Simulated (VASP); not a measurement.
Output of a VASP run:

OSZICAR:
```
       N       E                     dE             d eps       ncg     rms          rms(c)
DAV:   1     0.886567484417E+02    0.88657E+02   -0.84154E+03   624   0.172E+03
DAV:   2    -0.397020188655E+01   -0.92627E+02   -0.90297E+02   600   0.281E+02
DAV:   3    -0.602171802678E+01   -0.20515E+01   -0.20465E+01   747   0.556E+01
DAV:   4    -0.603379006508E+01   -0.12072E-01   -0.12070E-01   719   0.361E+00
DAV:   5    -0.603392669673E+01   -0.13663E-03   -0.13663E-03   749   0.418E-01    0.101E+01
DAV:   6    -0.581072558471E+01    0.22320E+00   -0.17378E+01   639   0.106E+02    0.604E+00
DAV:   7    -0.487259679160E+01    0.93813E+00   -0.38819E+00   638   0.106E+02    0.252E+00
DAV:   8    -0.487416565513E+01   -0.15689E-02   -0.18164E-01   778   0.528E+00    0.139E+00
DAV:   9    -0.486369698294E+01    0.10469E-01   -0.20469E-02   743   0.366E+00    0.641E-02
DAV:  10    -0.486370782854E+01   -0.10846E-04   -0.52752E-04   736   0.292E-01    0.283E-02
DAV:  11    -0.486371072106E+01   -0.28925E-05   -0.52239E-06   668   0.263E-02    0.956E-03
DAV:  12    -0.486370929700E+01    0.14241E-05   -0.42174E-07   552   0.180E-02    0.885E-04
DAV:  13    -0.486370931452E+01   -0.17516E-07   -0.12576E-07   377   0.793E-03
   1 F= -.48637093E+01 E0= -.48596262E+01  d E =-.816620E-02
```

OUTCAR:
```
------------------------ aborting loop because EDIFF is reached ----------------------------------------
  FORCE on cell =-STRESS in cart. coord.  units (eV):
  Direction    XX          YY          ZZ          XY          YZ          ZX
  --------------------------------------------------------------------------------------
  Total        1.4668367      1.4668367      1.4668367     -0.0000000     -0.0000000      0.0000000
  in kB       97.2283802     97.2283802     97.2283802     -0.0000000     -0.0000000      0.0000000
  external PRESSURE =      97.2283802 kB  Pullay stress =       0.0000000 kB
  volume of cell :       24.17
      direct lattice vectors                 reciprocal lattice vectors
     2.891344000  0.000000000  0.000000000     0.345859918  0.000000000  0.000000000
     0.000000000  2.891344000  0.000000000     0.000000000  0.345859918  0.000000000
     0.000000000  0.000000000  2.891344000     0.000000000  0.000000000  0.345859918
 POSITION                                       TOTAL-FORCE (eV/Angst)
 -----------------------------------------------------------------------------------
      1.44567      1.44567      1.44567         0.000000      0.000000      0.000000
      0.00000      0.00000      0.00000         0.000000      0.000000      0.000000
 -----------------------------------------------------------------------------------
    total drift:                                0.000000      0.000000      0.000000
  FREE ENERGIE OF THE ION-ELECTRON SYSTEM (eV)
  ---------------------------------------------------
  free  energy   TOTEN  =        -4.8637093145 eV

  energy  without entropy=       -4.8555431172  energy(sigma->0) =       -4.85962622
```
(Selected blocks of OUTCAR.)

File POSCAR:
```
ZnCu
1
    2.8913440000     0.0000000000     0.0000000000
    0.0000000000     2.8913440000     0.0000000000
    0.0000000000     0.0000000000     2.8913440000
Zn Cu
1 1
Direct
  0.5000000000   0.5000000000   0.5000000000
  0.0000000000   0.0000000000   0.0000000000
```

**Question.** Reconstruct the remaining input files.

**Answer.** This is not unique; one that fits is the input of the run itself, PBE GGA, plane waves, VASP's PBE PAW potentials (set 64).

**KPOINTS**
```
kpoints
0
gamma
  6 6 6
0 0 0
```

### INCAR
```
! general
SYSTEM  = ZnCu
PREC    = Accurate
ENCUT   = 300
LREAL   = .FALSE.   ! projection in real space or not
LASPH   = .TRUE.   ! aspherical one-centre terms

! electronic loop
EDIFF   = 1E-6
NELM    = 100   ! most electronic steps
ALGO    = Normal   ! blocked Davidson
LMAXMIX = 4

! smearing
ISMEAR  = 0   ! Gaussian
SIGMA   = 0.1   ! width (eV)

! functional
GGA     = PE   ! PBE

! ions
ISIF    = 2

! output
LWAVE   = .FALSE.
LCHARG  = .FALSE.
```

POTCAR, in this order: Zn Cu (PBE.64 set). Program: vasp_std.

At this cut-off the stress carries a Pulay error, which pulls relaxed volumes low.

The structure comes from a computed database's ZnCu entry; how it stands against other phases isn't given here. The cell was not relaxed at this level. The k-mesh is coarse (spacing up to 0.36 per Å, 2π included), so the numbers may not be converged in it. The run is one of a series of settings (KPOINTS 6×6×6 Γ-centred mesh against the base run), some of them coarse on purpose. The electron count is odd and the run is not spin-polarised, which forces a metal.
